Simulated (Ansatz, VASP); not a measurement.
# Cross-check of CoCl2 between VASP and Ansatz

Aim: how closely do two programs agree when they are given the same cell, functional and k mesh? The structure shown is the end of the VASP relaxation below.

Program: Ansatz 0.2.0. Level of theory: plane waves, with VASP 6.6.1 beside it; single point at PBEsol and band structure at PBEsol. Results are calculated unless marked as measured.

## (1) Starting point

The cell holds 3 atoms: 2 Cl and 1 Co. Its edges and angles: a = 3.540 Å, b = 3.540 Å, c = 17.649 Å, α = 90.0°, β = 90.0°, γ = 120.0°. It derives from CoCl2. As first built, before any earlier steps moved the atoms: kind sheets cut from a layered crystal; sheets 1. Vacuum lies along c.

As a file:

```xyz
3
Lattice="3.5400 0.0000 0.0000 -1.7700 3.0657 0.0000 0.0000 0.0000 17.6487" Properties=species:S:1:pos:R:3
Cl    0.0000    2.0438   10.1042
Cl    1.7700    1.0219    7.5445
Co    0.0000    0.0000    8.8244
```

## (2) VASP: relaxation, PBEsol

This run makes the geometry at which the two programs are then compared.

Lines of VASP's logs that name or quote its potential files are left out, and so is its time.

INCAR

```
SYSTEM = CoCl2
PREC = Normal
ENCUT = 300
EDIFF = 1E-05
NELM = 120
ISMEAR = 0
SIGMA = 0.05
LREAL = .FALSE.
ALGO = Fast
GGA = PS
NBANDS = 19
ISPIN = 2
MAGMOM = 0.6 0.6 2
LMAXMIX = 4
LORBIT = 11
LWAVE = .FALSE.
LCHARG = .FALSE.
KPAR = 2
IBRION = 2
NSW = 40
ISIF = 2
EDIFFG = -0.03
POTIM = 0.4
MAXMIX = 40
IDIPOL = 3
LDIPOL = .TRUE.
DIPOL = 0.5 0.5 0.5
```

POSCAR

```
CoCl2
1.0
    3.5400119550      0.0000000000      0.0000000000
   -1.7700059770      3.0657402820      0.0000000000
    0.0000000000      0.0000000000     17.6487453723
Cl Co
2 1
Direct
    0.3333333330      0.6666666670      0.5750406140
    0.6666666670      0.3333333330      0.4249593860
    0.0000000000      0.0000000000      0.5000000000
```

KPOINTS

```
Automatic mesh
0
Gamma
9 9 1
0 0 0
```

PAW data sets: Cl and Co (PBE family, release 64).

The run is started by

```sh
$ mpirun -np 2 vasp_std
```

Numbers of over 12 decimals in the logs are rounded to 6 here.

The program printed:

```text
[banner, memory and clock lines left out]
running    2 mpi-ranks, on    1 nodes
 distrk:  each k-point on    1 cores,    2 groups
 distr:  one band on    1 cores,    1 groups

 POSCAR found type information on POSCAR ClCo
 POSCAR found :  2 types and       3 ions
|                                                                             |
|               ----> ADVICE to this user running VASP <----                  |
|                                                                             |
|     You enforced a specific xc type in the INCAR file but a different       |
|     [... a line on the potential file left out ...]
|     I HOPE YOU KNOW WHAT YOU ARE DOING!                                     |
|                                                                             |

 LDA part: xc-table for (Slater+PW92), standard interpolation
 POSCAR, INCAR and KPOINTS ok, starting setup
 FFT: planning ... GRIDC
 FFT: planning ... GRID_SOFT
 FFT: planning ... GRID
 WAVECAR not read
 entering main loop
       N       E                     dE             d eps       ncg     rms          rms(c)
DAV:   1     0.149679260574E+03    0.14968E+03   -0.63101E+03   912   0.600E+02
DAV:   2     0.805703458854E+01   -0.14162E+03   -0.13551E+03  1119   0.194E+02
DAV:   3    -0.136791207913E+02   -0.21736E+02   -0.21192E+02  1158   0.779E+01
DAV:   4    -0.142340991512E+02   -0.55498E+00   -0.55414E+00  1170   0.159E+01
DAV:   5    -0.142467673977E+02   -0.12668E-01   -0.12666E-01  1340   0.224E+00    0.145E+01
RMM:   6    -0.135126983695E+02    0.73407E+00   -0.15953E+01   912   0.353E+01    0.187E+01
RMM:   7    -0.128271224036E+02    0.68558E+00   -0.33875E+00   912   0.171E+01    0.679E+00
RMM:   8    -0.129046269932E+02   -0.77505E-01   -0.48959E-01   912   0.451E+00    0.371E+00
RMM:   9    -0.130775216710E+02   -0.17289E+00   -0.27649E-01   914   0.263E+00    0.208E+00
RMM:  10    -0.131770431297E+02   -0.99521E-01   -0.70114E-02   912   0.223E+00    0.126E+00
RMM:  11    -0.131847598979E+02   -0.77168E-02   -0.15922E-02   918   0.858E-01    0.976E-01
RMM:  12    -0.131767838479E+02    0.79760E-02   -0.67632E-03   912   0.610E-01    0.560E-01
RMM:  13    -0.131870102117E+02   -0.10226E-01   -0.63212E-03   912   0.630E-01    0.190E-01
RMM:  14    -0.131929860409E+02   -0.59758E-02   -0.16599E-03   912   0.261E-01    0.950E-02
[...]
RMM:  18    -0.131990863937E+02   -0.83378E-03   -0.80165E-06   606   0.190E-02    0.960E-03
RMM:  19    -0.131992990571E+02   -0.21266E-03   -0.37394E-06   604   0.141E-02    0.542E-03
RMM:  20    -0.131994875603E+02   -0.18850E-03   -0.24127E-06   592   0.955E-03    0.375E-03
RMM:  21    -0.131996911215E+02   -0.20356E-03   -0.19696E-06   517   0.675E-03    0.243E-03
RMM:  22    -0.131998700523E+02   -0.17893E-03   -0.18463E-06   513   0.669E-03    0.189E-03
RMM:  23    -0.131999120694E+02   -0.42017E-04   -0.43477E-07   447   0.516E-03    0.889E-04
RMM:  24    -0.131999292108E+02   -0.17141E-04   -0.17179E-07   367   0.380E-03    0.673E-04
RMM:  25    -0.131999330199E+02   -0.38091E-05   -0.11603E-07   354   0.364E-03
   1 F= -.13199933E+02 E0= -.13196418E+02  d E =-.131999E+02  mag=     3.0000
 curvature:   0.00 expect dE= 0.000E+00 dE for cont linesearch  0.000E+00
 trial: gam= 0.00000 g(F)=  0.817E-02 g(S)=  0.000E+00 ort = 0.000E+00 (trialstep = 0.100E+01)
 search vector abs. value=  0.817E-02
 bond charge predicted
       N       E                     dE             d eps       ncg     rms          rms(c)
DAV:   1    -0.132046718116E+02   -0.47426E-02   -0.56472E-01  1042   0.366E+00    0.454E-01
RMM:   2    -0.132012955709E+02    0.33762E-02   -0.20966E-02   912   0.107E+00    0.298E-01
RMM:   3    -0.132066908075E+02   -0.53952E-02   -0.48167E-03   921   0.539E-01    0.155E-01
RMM:   4    -0.132065660080E+02    0.12480E-03   -0.10750E-03   975   0.228E-01    0.132E-01
RMM:   5    -0.132066266045E+02   -0.60596E-04   -0.14326E-04   907   0.959E-02    0.726E-02
RMM:   6    -0.132068781713E+02   -0.25157E-03   -0.10103E-04   880   0.578E-02    0.291E-02
RMM:   7    -0.132069718471E+02   -0.93676E-04   -0.52844E-05   789   0.402E-02    0.370E-02
RMM:   8    -0.132069709979E+02    0.84922E-06   -0.11126E-05   604   0.237E-02
   2 F= -.13206971E+02 E0= -.13203383E+02  d E =-.703798E-02  mag=     2.9997
 trial-energy change:   -0.007038  1 .order   -0.007022   -0.008175   -0.005869
 step:   3.5461(harm=  3.5461)  dis= 0.04454  next Energy=   -13.214427 (dE=-0.145E-01)
 bond charge predicted
       N       E                     dE             d eps       ncg     rms          rms(c)
DAV:   1    -0.131993071504E+02    0.76647E-02   -0.36725E+00   912   0.937E+00    0.119E+00
RMM:   2    -0.132106793608E+02   -0.11372E-01   -0.12854E-01   912   0.274E+00    0.383E-01
RMM:   3    -0.132134182302E+02   -0.27389E-02   -0.25697E-02   948   0.115E+00    0.869E-02
RMM:   4    -0.132145201020E+02   -0.11019E-02   -0.53247E-03   993   0.512E-01    0.121E-01
RMM:   5    -0.132145813218E+02   -0.61220E-04   -0.70965E-04   997   0.168E-01    0.879E-02
RMM:   6    -0.132145564060E+02    0.24916E-04   -0.70921E-05   787   0.577E-02    0.656E-02
RMM:   7    -0.132145484517E+02    0.79543E-05   -0.17680E-05   661   0.275E-02
   3 F= -.13214548E+02 E0= -.13210694E+02  d E =-.146154E-01  mag=     2.9993
 curvature:  -1.77 expect dE=-0.866E-06 dE for cont linesearch -0.866E-06
 trial: gam=-0.00767 g(F)=  0.489E-06 g(S)=  0.000E+00 ort = 0.632E-04 (trialstep = 0.151E+01)
 search vector abs. value=  0.129E-09
 reached required accuracy - stopping structural energy minimisation
```

From OUTCAR (step 2):

```text
ion  position               nearest neighbor table
   1  0.333  0.667  0.575-   3 2.44   3 2.44   3 2.44
   2  0.667  0.333  0.425-   3 2.44   3 2.44   3 2.44
   3  0.000  0.000  0.500-   1 2.44   2 2.44   1 2.44   2 2.44   2 2.44   1 2.44

  LATTYP: Found a hexagonal cell.
 ALAT       =     3.5400119550
 C/A-ratio  =     4.9855044550

 Subroutine GETGRP returns: Found 12 space group operations
 (whereof 12 operations were pure point group operations)

The static configuration has the point symmetry D_3d.

 Found     12 irreducible k-points:

   k-points           NKPTS =     12   k-points in BZ     NKDIM =     12   number of bands    NBANDS=     19

   dimension x,y,z NGX =    16 NGY =   16 NGZ =   80
   dimension x,y,z NGXF=    32 NGYF=   32 NGZF=  160

   ENCUT  =  300.0 eV  22.05 Ry    4.70 a.u.   5.00  5.00 24.92*2*pi/ulx,y,z

   NELECT =      23.0000    total number of electrons

 k-points in reciprocal lattice and weights: Automatic mesh
   0.00000000  0.00000000  0.00000000       0.012
   0.11111111 -0.00000000  0.00000000       0.074
   0.22222222 -0.00000000  0.00000000       0.074
   0.33333333 -0.00000000  0.00000000       0.074
   0.44444444 -0.00000000  0.00000000       0.074
   0.11111111  0.11111111  0.00000000       0.074
   0.22222222  0.11111111  0.00000000       0.148
   0.33333333  0.11111111  0.00000000       0.148
   0.44444444  0.11111111  0.00000000       0.074
   0.22222222  0.22222222  0.00000000       0.074
   0.33333333  0.22222222  0.00000000       0.148
   0.33333333  0.33333333  0.00000000       0.025

 dipolmoment           0.000000      0.000000     -0.000000 electrons x Angstroem

 average (electrostatic) potential at core
       1 -98.7827       2 -98.7827       3 -91.5824

 E-fermi :  -3.0986

 spin component 1
 k-point     1 :       0.0000    0.0000    0.0000
  band No.  band energies     occupation
    ...
      9      -5.4634      1.00000
     10      -5.3200      1.00000
     11      -5.3200      1.00000
     12      -3.4595      1.00000
     13      -3.4595      1.00000
     14       1.1084      0.00000
     15       2.2091      0.00000
     16       2.9215      0.00000
     17       2.9257      0.00000
     18       3.9086      0.00000
    ...

 k-point     2 :       0.1111   -0.0000    0.0000
  band No.  band energies     occupation
    ...
      9      -5.4185      1.00000
     10      -5.0635      1.00000
     11      -5.0451      1.00000
     12      -3.7651      1.00000
     13      -3.5343      1.00000
     14       1.5520      0.00000
     15       2.6697      0.00000
     16       3.1063      0.00000
     17       3.1430      0.00000
     18       3.9733      0.00000
    ...

 k-point     3 :       0.2222   -0.0000    0.0000
  band No.  band energies     occupation
    ...
      9      -5.4462      1.00000
     10      -5.0034      1.00000
     11      -4.9150      1.00000
     12      -4.1404      1.00000
     13      -3.6377      1.00000
     14       2.4036      0.00000
     15       2.9428      0.00000
     16       3.5239      0.00000
     17       3.8543      0.00000
     18       4.3648      0.00000
    ...

 k-point     4 :       0.3333   -0.0000    0.0000
  band No.  band energies     occupation
    ...
      9      -5.7002      1.00000
     10      -5.0581      1.00000
     11      -5.0304      1.00000
     12      -4.0026      1.00000
     13      -3.6300      1.00000
     14       2.1826      0.00000
     15       3.2400      0.00000
     16       4.2620      0.00000
     17       4.5337      0.00000
     18       5.1775      0.00000
    ...

 k-point     5 :       0.4444   -0.0000    0.0000
  band No.  band energies     occupation
    ...
      9      -5.8771      1.00000
     10      -5.1833      1.00000
     11      -5.1339      1.00000
     12      -3.8081      1.00000
     13      -3.5853      1.00000
     14       1.8299      0.00000
     15       3.2227      0.00000
     16       4.8505      0.00000
     17       5.1800      0.00000
     18       5.9826      0.00000
    ...

 k-point     6 :       0.1111    0.1111    0.0000
  band No.  band energies     occupation
    ...
      9      -5.3925      1.00000
     10      -5.0215      1.00000
     11      -4.8882      1.00000
     12      -4.0165      1.00000
     13      -3.7205      1.00000
     14       2.2270      0.00000
     15       3.1613      0.00000
     16       3.3485      0.00000
     17       3.7420      0.00000
     18       3.9902      0.00000
    ...

  Total       -1.4300466     -1.4300466     -0.1368749     -0.0000000      0.0000000     -0.0000000
  in kB      -11.9620844    -11.9620843     -1.1449343     -0.0000000      0.0000000     -0.0000000
  external PRESSURE =      -8.3563677 kB  Pullay stress =       0.0000000 kB

  energy-cutoff  :      300.00
  volume of cell :      191.54
      direct lattice vectors                 reciprocal lattice vectors
     3.540011955  0.000000000  0.000000000     0.282484922  0.163092746  0.000000000
    -1.770005977  3.065740282  0.000000000     0.000000000  0.326185491  0.000000000
     0.000000000  0.000000000 17.648745372     0.000000000  0.000000000  0.056661251

 POSITION                                       TOTAL-FORCE (eV/Angst)
 -----------------------------------------------------------------------------------
     -0.00000      2.04383     10.10421         0.000000      0.000000     -0.002516
      1.77001      1.02191      7.54454         0.000000      0.000000      0.002516
      0.00000      0.00000      8.82437        -0.000000     -0.000000      0.000000
 -----------------------------------------------------------------------------------
    total drift:                               -0.000000     -0.000000     -0.000000

  FREE ENERGIE OF THE ION-ELECTRON SYSTEM (eV)
  ---------------------------------------------------
  free  energy   TOTEN  =       -13.2145484517 eV

  energy  without entropy=      -13.2068400695  energy(sigma->0) =      -13.21069426

 reached required accuracy - stopping structural energy minimisation

 vacuum level on the upper side and lower side of the slab         2.543         2.543

 total charge
# of ion       s       p       d       tot
------------------------------------------
    1        1.591   3.483   0.000   5.075
    2        1.591   3.483   0.000   5.075
    3        0.308   0.344   7.114   7.765
--------------------------------------------------
tot          3.490   7.311   7.114  17.915

 magnetization (x)
# of ion       s       p       d       tot
------------------------------------------
    1        0.010   0.182   0.000   0.192
    2        0.010   0.182   0.000   0.192
    3        0.009   0.009   2.458   2.476
--------------------------------------------------
tot          0.030   0.372   2.458   2.860

[... 6 further parts left out ...]
```

The magnetic state follows from one typed start and may not be the lowest.

[end of part 1 of 2]

[Lines on the potential files, build, host, timing and source positions are cut from VASP's logs without a mark.]

[Logs are printed without paths, hosts, clocks, repeated set-up lines and the standing remarks that a program may print on its own settings, such as how far it seeks lower states.]

[Hosts, paths, dates, database ids (printed as entryN), source tags and the programs' standing remarks are cut or masked in the printed files.]
